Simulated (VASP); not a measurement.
# HfIn2Se5 (P-3m1) in VASP: single point with r2SCAN

Aim: the single point of HfIn2Se5 with r2SCAN.

All numbers are computed with VASP 6.6.1; they aren't measurements. Logs are shortened: lines on timing, memory, paths and dates and some standing lists are left out, and cuts for length are marked.

## (1) Starting point

It takes space group P-3m1 (No. 164, trigonal). The conventional cell has a = 3.917 Å, b = 3.917 Å, c = 17.526 Å, α = 90.00°, β = 90.00°, γ = 120.00°. Hf (site symmetry -3m) is surrounded by 6 Se at 2.72 Å. In (site symmetry 3m) has 6 Se at 2.65 to 2.96 Å as nearest neighbours. Se (site symmetry 3m) is surrounded by 3 Hf at 2.72 Å. Se (site symmetry 3m) is surrounded by 3 In at 2.65 Å. Around Se (site symmetry -3m) lie 6 In at 2.96 Å.

The cell was built by a generator and needn't be a form met in nature.

## (2) Single point, r2SCAN

Input file INCAR:

```
SYSTEM = HfIn2Se5
  ALGO = Normal
  EDIFF = 1E-6
  ENCUT = 520
  ISIF = 2
  ISMEAR = 0
  KPAR = 4
  LASPH = .True.
  LCHARG = .False.
  LMIXTAU = .True.
  LREAL = .False.
  LWAVE = .False.
  METAGGA = R2SCAN
  NELM = 150
  PREC = Accurate
  SIGMA = 0.1
```

Input file KPOINTS:

```
k-points
0
Gamma
  10 10 2
  0 0 0
```

Input file POSCAR:

```
HfIn2Se5
1.0
    3.9172990000      0.0000000000      0.0000000000
   -1.9586500000      3.3924810000      0.0000000000
    0.0000000000      0.0000000000     17.5258800000
Hf In Se
1 2 5
Direct
    0.0000000000      0.0000000000      0.0000000000
    0.3333330000      0.6666670000      0.3913870000
    0.6666670000      0.3333330000      0.6086130000
    0.6666670000      0.3333330000      0.9140970000
    0.3333330000      0.6666670000      0.0859030000
    0.6666670000      0.3333330000      0.3120720000
    0.3333330000      0.6666670000      0.6879280000
    0.0000000000      0.0000000000      0.5000000000
```

Potentials or basis: VASP PAW PBE potentials, release 64 (Hf_pv, In_d, Se).

The run is started by

```sh
$ cat potpaw_PBE.64/Hf_pv/POTCAR potpaw_PBE.64/In_d/POTCAR potpaw_PBE.64/Se/POTCAR > POTCAR
$ mpirun -np 4 vasp_std > vasp.out
```

OUTCAR:

```text
SYSTEM = HfIn2Se5
   EDIFF = 1E-6
   ENCUT = 520
   ISIF = 2
   ISMEAR = 0
   LASPH = .True.
   LREAL = .False.
   METAGGA = R2SCAN
   NELM = 150
   PREC = Accurate

 ion  position               nearest neighbor table
   1  0.000  0.000  0.000-   4 2.72   5 2.72   4 2.72   5 2.72   4 2.72   5 2.72
   2  0.333  0.667  0.391-   6 2.65   6 2.65   6 2.65   8 2.96   8 2.96   8 2.96
   3  0.667  0.333  0.609-   7 2.65   7 2.65   7 2.65   8 2.96   8 2.96   8 2.96
   4  0.667  0.333  0.914-   1 2.72   1 2.72   1 2.72
   5  0.333  0.667  0.086-   1 2.72   1 2.72   1 2.72
   6  0.667  0.333  0.312-   2 2.65   2 2.65   2 2.65
   7  0.333  0.667  0.688-   3 2.65   3 2.65   3 2.65
   8  0.000  0.000  0.500-   2 2.96   3 2.96   3 2.96   2 2.96   3 2.96   2 2.96

  LATTYP: Found a hexagonal cell.
 ALAT       =     3.9172990000
 C/A-ratio  =     4.4739704577

  Lattice vectors:

 A1 = (   3.9172990000,   0.0000000000,   0.0000000000)
 A2 = (  -1.9586500000,   3.3924810000,   0.0000000000)
 A3 = (   0.0000000000,   0.0000000000,  17.5258800000)

Analysis of symmetry for initial positions (statically):
=====================================================================
 Subroutine PRICEL returns:
 Original cell was already a primitive cell.

 Routine SETGRP: Setting up the symmetry group for a
 hexagonal supercell.

 Subroutine GETGRP returns: Found 12 space group operations
 (whereof 12 operations were pure point group operations)
 out of a pool of 24 trial point group operations.

The static configuration has the point symmetry D_3d.

Analysis of symmetry for dynamics (positions and initial velocities):
=====================================================================
 Subroutine PRICEL returns:
 Original cell was already a primitive cell.

 Routine SETGRP: Setting up the symmetry group for a
 hexagonal supercell.

 Subroutine GETGRP returns: Found 12 space group operations
 (whereof 12 operations were pure point group operations)
 out of a pool of 24 trial point group operations.

The dynamic configuration has the point symmetry D_3d.

 Subroutine INISYM returns: Found 12 space group operations
 (whereof 12 operations are pure point group operations),
 and found     1 'primitive' translations

----------------------------------------------------------------------------------------

                                     Primitive cell

  volume of cell :     232.9078

  direct lattice vectors                    reciprocal lattice vectors
     3.917299000  0.000000000  0.000000000     0.255277935  0.147384798  0.000000000
    -1.958650000  3.392481000  0.000000000     0.000000000  0.294769521  0.000000000
     0.000000000  0.000000000 17.525880000     0.000000000  0.000000000  0.057058476

  length of vectors
     3.917299000  3.917299728 17.525880000     0.294769576  0.294769521  0.057058476

  position of ions in fractional coordinates (direct lattice)
     0.000000000  0.000000000  0.000000000
     0.333333000  0.666667000  0.391387000
     0.666667000  0.333333000  0.608613000
     0.666667000  0.333333000  0.914097000
     0.333333000  0.666667000  0.085903000
     0.666667000  0.333333000  0.312072000
     0.333333000  0.666667000  0.687928000
     0.000000000  0.000000000  0.500000000

  ion indices of the primitive-cell ions
   primitive index   ion index
                 1           1
                 2           2
                 3           3
                 4           4
                 5           5
                 6           6
                 7           7
                 8           8

----------------------------------------------------------------------------------------

 KPOINTS: k-points

Automatic generation of k-mesh.
 Grid dimensions read from file:
 generate k-points for:   10   10    2

 Generating k-lattice:

  Cartesian coordinates                     Fractional coordinates (reciprocal lattice)
     0.025527794  0.014738480  0.000000000     0.100000000 -0.000000000  0.000000000
     0.000000000  0.029476952  0.000000000     0.000000000  0.100000000  0.000000000
     0.000000000  0.000000000  0.028529238     0.000000000  0.000000000  0.500000000

  Length of vectors
     0.029476958  0.029476952  0.028529238

  Shift w.r.t. Gamma in fractional coordinates (k-lattice)
     0.000000000  0.000000000  0.000000000

 Subroutine IBZKPT returns following result:
 ===========================================

 Found     28 irreducible k-points:

 Following reciprocal coordinates:
            Coordinates               Weight
  0.000000  0.000000  0.000000      1.000000
  0.100000  0.000000  0.000000      6.000000
  0.200000  0.000000  0.000000      6.000000
  0.300000 -0.000000  0.000000      6.000000
  0.400000  0.000000  0.000000      6.000000
  0.500000  0.000000  0.000000      3.000000
[... 16 lines left out ...]
  0.300000  0.100000  0.500000     12.000000
  0.400000  0.100000  0.500000     12.000000
 [... further k-points ...]
   k-points           NKPTS =     28   k-points in BZ     NKDIM =     28   number of bands    NBANDS=     39
   number of dos      NEDOS =    301   number of ions     NIONS =      8
   total plane-waves  NPLWV = 126000
   dimension x,y,z NGX =    30 NGY =   30 NGZ =  140
   dimension x,y,z NGXF=    60 NGYF=   60 NGZF=  280
   ions per type =               1   2   5
   NGX,Y,Z   is equivalent  to a cutoff of  12.73, 12.73, 13.28 a.u.
   NGXF,Y,Z  is equivalent  to a cutoff of  25.46, 25.46, 26.56 a.u.
 SYSTEM =  HfIn2Se5
   PREC   = accura    normal or accurate (medium, high low for compatibility)
   ISTART =      0    job   : 0-new  1-cont  2-samecut
   ICHARG =      2    charge: 1-file 2-atom 10-const
   ISPIN  =      1    spin polarized calculation?
   LNONCOLLINEAR =      F non collinear calculations
   LSORBIT =      F    spin-orbit coupling
   LASPH  =      T    aspherical Exc in radial PAW
   ENCUT  =  520.0 eV  38.22 Ry    6.18 a.u.   7.28  7.28 32.59*2*pi/ulx,y,z
   NELM   =    150;   NELMIN=  2; NELMDL= -5     # of ELM steps
   EDIFF  = 0.1E-05   stopping-criterion for ELM
   LREAL  =      F    real-space projection
   EDIFFG = 0.1E-04   stopping-criterion for IOM
   NSW    =      0    number of steps for IOM
   IBRION =     -1    ionic relax: 0-MD 1-quasi-New 2-CG
   NFREE  =      0    steps in history (QN), initial steepest desc. (CG)
   ISIF   =      2    stress and relaxation
   ISYM   =      2    0-nonsym 1-usesym 2-fastsym
   POTIM  = 0.5000    time-step for ionic-motion
   TEBEG  =    0.0;   TEEND  =   0.0 temperature during run
   PSTRESS=    0.0 pullay stress
   NELECT =      66.0000    total number of electrons
   NUPDOWN=      -1.0000    fix difference up-down
   EMIN   =  10.00;   EMAX   =-10.00  energy-range for DOS
   EFERMI =   0.00;   METHOD = LEGACY
   ISMEAR =     0;   SIGMA  =   0.10  broadening in eV -4-tet -1-fermi 0-gaus
   EFERMI_NEDOS =   21; number of points for ismear=-14 and -15
   IALGO  =     38    algorithm
   IMIX   =      4    mixing-type and parameters
     AMIX     =   0.40;   BMIX     =  1.00
     AMIX_MAG =   1.60;   BMIX_MAG =  1.00
  volume/ion in A,a.u.               =      29.11       196.47
  Fermi-wavevector in a.u.,A,eV,Ry     =   1.075296  2.032015 15.731901  1.156262
  Thomas-Fermi vector in A             =   2.211149
   LORBIT       =      0    0 simple, 1 ext, 2 COOP (PROOUT), +10 PAW based schemes
   METAGGA = R2SCAN    functional components
   LHFCALC =     F    Hartree Fock is set to
   AEXX    =    0.0000 exact exchange contribution
   IVDW    =     0    specifies the selected vdW correction
   LEPSILON=     F    determine dielectric tensor
   LRPA    =     F    only Hartree local field effects (RPA)
 non-spin polarized calculation
 Gauss-broadening in eV      SIGMA  =   0.10
  energy-cutoff  :      520.00
  volume of cell :      232.91
 maximum number of plane-waves:      6342
 NGX is ok and might be reduce to    30
   NGX = 15   NGY = 15   NGZ = 65

 number of electron      65.9999997 magnetization

 Free energy of the ion-electron system (eV)
  ---------------------------------------------------
  ext. energy  EPLUGINS =         0.00000000
  ---------------------------------------------------
  free energy    TOTEN  =      -169.62783137 eV

  energy without entropy =     -169.62782429  energy(sigma->0) =     -169.62782783

 E-fermi :   2.4116     XC(G=0):  -9.1991

 val. band max:        2.1713887442   @ k =   0.0000   0.0000   0.0000
 cond. band min:       2.6595322006   @ k =   0.5000   0.0000   0.0000
 fundamental gap:      0.4881434564
 Fermi energy:         2.4115830573

 k-point     1 :       0.0000    0.0000    0.0000
  band No.  band energies     occupation
      1     -30.2467      2.00000
      2     -30.1723      2.00000
      3     -30.1723      2.00000
      4     -12.4393      2.00000
      5     -12.4393      2.00000
      6     -12.4274      2.00000
[... 31 lines left out ...]
     38       5.5306      0.00000
     39       6.0163      0.00000

 k-point     2 :       0.1000    0.0000    0.0000
  band No.  band energies     occupation
      1     -30.2450      2.00000
      2     -30.1802      2.00000
      3     -30.1741      2.00000
      4     -12.4986      2.00000
      5     -12.4763      2.00000
      6     -12.4342      2.00000
[... 31 lines left out ...]
     38       5.6700      0.00000
     39       6.5675      0.00000

 k-point     3 :       0.2000    0.0000    0.0000
  band No.  band energies     occupation
      1     -30.2408      2.00000
      2     -30.2009      2.00000
      3     -30.1788      2.00000
      4     -12.6168      2.00000
      5     -12.5664      2.00000
      6     -12.4242      2.00000
[... 832 lines left out ...]
 k-point    23 :       0.3000    0.1000    0.5000
  band No.  band energies     occupation
      1     -30.2381      2.00000
      2     -30.2316      2.00000
      3     -30.1912      2.00000
      4     -12.7757      2.00000
      5     -12.6945      2.00000
      6     -12.4488      2.00000
[... 31 lines left out ...]
     38       5.7284      0.00000
     39       6.8507      0.00000

 k-point    24 :       0.4000    0.1000    0.5000
  band No.  band energies     occupation
      1     -30.2507      2.00000
      2     -30.2292      2.00000
      3     -30.1954      2.00000
      4     -12.8289      2.00000
      5     -12.7332      2.00000
      6     -12.4549      2.00000
[... 31 lines left out ...]
     38       5.5792      0.00000
     39       6.7897      0.00000

 [... further k-points ...]

------------------------ aborting loop because EDIFF is reached ----------------------------------------

  FORCE on cell =-STRESS in cart. coord.  units (eV):
  Direction    XX          YY          ZZ          XY          YZ          ZX
  --------------------------------------------------------------------------------------
  -------------------------------------------------------------------------------------
  Total       -2.1431871     -2.1431878     -2.4668106      0.0000003      0.0000000     -0.0000000
  in kB      -14.7430281    -14.7430328    -16.9692406      0.0000022      0.0000000     -0.0000000
  external PRESSURE =     -15.4851005 kB  Pullay stress =       0.0000000 kB

 VOLUME and BASIS-vectors are now :
 -----------------------------------------------------------------------------
  energy-cutoff  :      520.00
  volume of cell :      232.91
      direct lattice vectors                 reciprocal lattice vectors
     3.917299000  0.000000000  0.000000000     0.255277935  0.147384798  0.000000000
    -1.958650000  3.392481000  0.000000000     0.000000000  0.294769521  0.000000000
     0.000000000  0.000000000 17.525880000     0.000000000  0.000000000  0.057058476

 POSITION                                       TOTAL-FORCE (eV/Angst)
 -----------------------------------------------------------------------------------
      0.00000      0.00000      0.00000        -0.000000      0.000000     -0.000000
     -0.00000      2.26166      6.85940         0.000000      0.000000     -0.144095
      1.95865      1.13083     10.66648        -0.000000     -0.000000      0.144095
      1.95865      1.13083     16.02035        -0.000000     -0.000000      0.199114
     -0.00000      2.26166      1.50553         0.000000      0.000000     -0.199114
      1.95865      1.13083      5.46934         0.000000     -0.000000      0.267151
     -0.00000      2.26166     12.05654         0.000000      0.000000     -0.267151
      0.00000      0.00000      8.76294        -0.000000      0.000000     -0.000000
 -----------------------------------------------------------------------------------
    total drift:                                0.000000     -0.000000      0.000000

  FREE ENERGIE OF THE ION-ELECTRON SYSTEM (eV)
  ---------------------------------------------------
  free  energy   TOTEN  =      -169.6278313689 eV

  energy  without entropy=     -169.6278242887  energy(sigma->0) =     -169.62782783
```

Run time: 8.8 min. Hardware: 4 MPI ranks of AMD EPYC 9R45 (Zen 5), shared host; peak memory 0.54 GiB.

What came out:

```
Free energy            : -169.6278 eV
Pressure               : -1.5 GPa
Largest force          : 0.267 eV/Å
Band gap on the k mesh : 0.49 eV, indirect (least direct gap 0.93 eV)
```

Forces on the atoms (eV/Å):
```
Hf   0.000  0.000  0.000
In   0.000  0.000 -0.144
In   0.000  0.000  0.144
Se   0.000  0.000  0.199
Se   0.000  0.000 -0.199
Se   0.000  0.000  0.267
Se   0.000  0.000 -0.267
Se   0.000  0.000  0.000
```

Caveat: the PAW data sets were made with another functional, which shifts forces and pressure a little; spin-orbit coupling is left out, which moves the levels of the heavy elements. r2SCAN opens gaps a little over a GGA but as a rule still falls short of measured ones.
